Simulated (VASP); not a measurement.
Computed with PBE GGA, VASP's PBE PAW potentials (set 64) (plane waves; VASP).

VASP ran on this input.

### INCAR
```
ALGO = Normal
EDIFF = 1E-6
EDIFFG = -0.02
ENCUT = 530
GGA = PE
IBRION = 2
ISIF = 3
ISMEAR = 0
LASPH = .True.
LCHARG = .False.
LMAXMIX = 4
LREAL = .False.
LWAVE = .False.
NELM = 100
NSW = 60
PREC = Accurate
SIGMA = 0.05
SYSTEM = TiO2
```

### POSCAR
```
TiO2
1
    4.6390113745     0.0000000000     0.0000000000
   -0.0000000000     4.6390113745     0.0000000000
    0.0000000000     0.0000000000     2.9724537154
Ti O
2 4
Direct
  1.0000000000   0.0000000000   0.0000000000
  0.5000000000   0.5000000000   0.5000000000
  0.3048545929   0.3048545929   1.0000000000
  0.8048545929   0.1951454071   0.5000000000
  0.1951454071   0.8048545929   0.5000000000
  0.6951454071   0.6951454071   0.0000000000
```

### KPOINTS
```
kpoints
0
gamma
  5 5 7
```

POTCAR, in this order: Ti_sv O (PBE.64 set). Program: vasp_std.

The run wrote:

OSZICAR:
```
       N       E                     dE             d eps       ncg     rms          rms(c)
DAV:   1     0.684264285332E+03    0.68426E+03   -0.25285E+04  1344   0.204E+03
DAV:   2     0.471978948876E+02   -0.63707E+03   -0.61678E+03  1480   0.588E+02
DAV:   3    -0.660117447765E+02   -0.11321E+03   -0.11090E+03  2064   0.217E+02
DAV:   4    -0.711449891080E+02   -0.51332E+01   -0.51283E+01  1832   0.491E+01
DAV:   5    -0.713541399271E+02   -0.20915E+00   -0.20911E+00  1876   0.811E+00    0.316E+01
DAV:   6    -0.542942532066E+02    0.17060E+02   -0.12196E+02  1632   0.103E+02    0.122E+01
DAV:   7    -0.538530028241E+02    0.44125E+00   -0.18994E+01  1668   0.341E+01    0.770E+00
DAV:   8    -0.539199829035E+02   -0.66980E-01   -0.55420E+00  1652   0.209E+01    0.481E+00
DAV:   9    -0.536635670632E+02    0.25642E+00   -0.22906E+00  1684   0.128E+01    0.115E+00
DAV:  10    -0.536763842727E+02   -0.12817E-01   -0.13742E-01  1680   0.274E+00    0.205E-01
DAV:  11    -0.536763545302E+02    0.29742E-04   -0.54571E-03  1764   0.528E-01    0.875E-02
DAV:  12    -0.536764095063E+02   -0.54976E-04   -0.53515E-04  1892   0.175E-01    0.670E-02
DAV:  13    -0.536763596291E+02    0.49877E-04   -0.28013E-04  1792   0.132E-01    0.698E-03
DAV:  14    -0.536763610771E+02   -0.14480E-05   -0.10629E-05  1572   0.242E-02    0.535E-03
DAV:  15    -0.536763611244E+02   -0.47224E-07   -0.14697E-06  1056   0.107E-02
   1 F= -.53676361E+02 E0= -.53676361E+02  d E =-.536764E+02
       N       E                     dE             d eps       ncg     rms          rms(c)
DAV:   1    -0.536788063622E+02   -0.24453E-02   -0.11451E-01  1416   0.366E+00    0.367E-01
DAV:   2    -0.536773684517E+02    0.14379E-02   -0.98788E-03  1784   0.101E+00    0.195E-01
DAV:   3    -0.536767815383E+02    0.58691E-03   -0.30427E-03  1700   0.353E-01    0.833E-02
DAV:   4    -0.536766972763E+02    0.84262E-04   -0.79257E-04  2120   0.220E-01    0.482E-02
DAV:   5    -0.536767012565E+02   -0.39802E-05   -0.71052E-05  1720   0.795E-02    0.258E-02
DAV:   6    -0.536767088781E+02   -0.76216E-05   -0.32252E-05  2252   0.367E-02    0.992E-03
DAV:   7    -0.536767091173E+02   -0.23928E-06   -0.18778E-06  1200   0.116E-02
   2 F= -.53676709E+02 E0= -.53676709E+02  d E =-.347993E-03
```

### OUTCAR
```
------------------------ aborting loop because EDIFF is reached ----------------------------------------
  FORCE on cell =-STRESS in cart. coord.  units (eV):
  Direction    XX          YY          ZZ          XY          YZ          ZX
  --------------------------------------------------------------------------------------
  Total       -0.0130027     -0.0130027     -0.1105347      0.0000000      0.0000000      0.0000000
  in kB       -0.3250043     -0.3250043     -2.7628346      0.0000000      0.0000000      0.0000000
  external PRESSURE =      -1.1376144 kB  Pullay stress =       0.0000000 kB
  volume of cell :       64.10
      direct lattice vectors                 reciprocal lattice vectors
     4.645799631 -0.000000000  0.000000000     0.215248198  0.000000000  0.000000000
     0.000000000  4.645799631  0.000000000     0.000000000  0.215248198  0.000000000
     0.000000000  0.000000000  2.969841552     0.000000000  0.000000000  0.336718300
 POSITION                                       TOTAL-FORCE (eV/Angst)
 -----------------------------------------------------------------------------------
      0.00000     -0.00000      0.00000        -0.000000     -0.000000      0.000000
      2.32290      2.32290      1.48492        -0.000000     -0.000000      0.000000
      1.41669      1.41669      0.00000         0.007849      0.007849     -0.000000
      3.73959      0.90621      1.48492         0.007849     -0.007849      0.000000
      0.90621      3.73959      1.48492        -0.007849      0.007849     -0.000000
      3.22911      3.22911      2.96984        -0.007849     -0.007849      0.000000
 -----------------------------------------------------------------------------------
    total drift:                               -0.000000      0.000000      0.000000
  FREE ENERGIE OF THE ION-ELECTRON SYSTEM (eV)
  ---------------------------------------------------
  free  energy   TOTEN  =       -53.6767091173 eV

  energy  without entropy=      -53.6767091173  energy(sigma->0) =      -53.67670912

 reached required accuracy - stopping structural energy minimisation
```
(Selected blocks of OUTCAR.)

File CONTCAR:
```
TiO2
   1.00000000000000
     4.6457996305109184   -0.0000000000000000    0.0000000000000000
     0.0000000000000000    4.6457996305109184    0.0000000000000000
     0.0000000000000000    0.0000000000000000    2.9698415516828374
  Ti              O
     2     4
Direct
     0.0000000000000000    0.0000000000000000    0.0000000000000000
     0.5000000000000000    0.5000000000000000    0.5000000000000000
     0.3049406088850324    0.3049406088850324    0.0000000000000000
     0.8049406088850324    0.1950593911149676    0.5000000000000000
     0.1950593911149676    0.8049406088850324    0.5000000000000000
     0.6950593911149676    0.6950593911149676    1.0000000000000000
```

The compound is TiO2 in the rutile structure. This run relaxes it. Symmetry was kept, so distortions that lower it aren't found. The start is the result of an earlier pass.
